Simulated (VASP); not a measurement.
A convergence study with VASP on C (diamond): one setting is varied, all else stays as given below, so the limit is that of these other settings.

```xyz
2
Lattice="0.0000 1.7835 1.7835 1.7835 0.0000 1.7835 1.7835 1.7835 0.0000" Properties=species:S:1:pos:R:3 pbc="T T T"
C      0.0000     0.0000     0.0000
C      0.8918     0.8918     0.8918
```

Level of theory: PBE GGA, VASP's PBE PAW potentials (set 64) (plane waves; VASP 6.6.1). The tightest run used: 700 eV cut-off, 24×24×24 Γ-centred mesh, Gaussian smearing of 0.010 eV, potentials C.

The settings run are 4×4×4 mesh; 6×6×6 mesh; 8×8×8 mesh; 12×12×12 mesh; 14×14×14 mesh; 16×16×16 mesh; 18×18×18 mesh; 20×20×20 mesh; 22×22×22 mesh; 24×24×24 mesh. From which on does the highest Γ mode stay within 1 cm⁻¹ of the tightest run?

From 8×8×8 mesh on: it is off by 0.2 there and by no more than 1 in any finer run, while 6×6×6 mesh is off by 2.6.
```json
[
 {"setting": "4×4×4 mesh", "mean ε∞": "7.40", "highest Γ mode (cm⁻¹)": "1323.8", "irreducible k-points": "8", "difference judged (cm⁻¹)": "26.7"},
 {"setting": "6×6×6 mesh", "mean ε∞": "6.15", "highest Γ mode (cm⁻¹)": "1299.8", "irreducible k-points": "16", "difference judged (cm⁻¹)": "2.6"},
 {"setting": "8×8×8 mesh", "mean ε∞": "5.90", "highest Γ mode (cm⁻¹)": "1297.4", "irreducible k-points": "29", "difference judged (cm⁻¹)": "0.2"},
 {"setting": "12×12×12 mesh", "mean ε∞": "5.85", "highest Γ mode (cm⁻¹)": "1297.1", "irreducible k-points": "72", "difference judged (cm⁻¹)": "0.0"},
 {"setting": "14×14×14 mesh", "mean ε∞": "5.85", "highest Γ mode (cm⁻¹)": "1297.2", "irreducible k-points": "104", "difference judged (cm⁻¹)": "0.0"},
 {"setting": "16×16×16 mesh", "mean ε∞": "5.85", "highest Γ mode (cm⁻¹)": "1297.1", "irreducible k-points": "145", "difference judged (cm⁻¹)": "0.0"},
 {"setting": "18×18×18 mesh", "mean ε∞": "5.85", "highest Γ mode (cm⁻¹)": "1297.1", "irreducible k-points": "195", "difference judged (cm⁻¹)": "0.0"},
 {"setting": "20×20×20 mesh", "mean ε∞": "5.85", "highest Γ mode (cm⁻¹)": "1297.1", "irreducible k-points": "256", "difference judged (cm⁻¹)": "0.0"},
 {"setting": "22×22×22 mesh", "mean ε∞": "5.85", "highest Γ mode (cm⁻¹)": "1297.1", "irreducible k-points": "328", "difference judged (cm⁻¹)": "0.0"},
 {"setting": "24×24×24 mesh", "mean ε∞": "5.85", "highest Γ mode (cm⁻¹)": "1297.1", "irreducible k-points": "413", "difference judged (cm⁻¹)": "0.0"}
]
```

Left out are rungs that failed or repeat a setting and relaxations that didn't move; long series are thinned to 24 rows.

The compound is C in the diamond structure. The cell was not relaxed at this level.
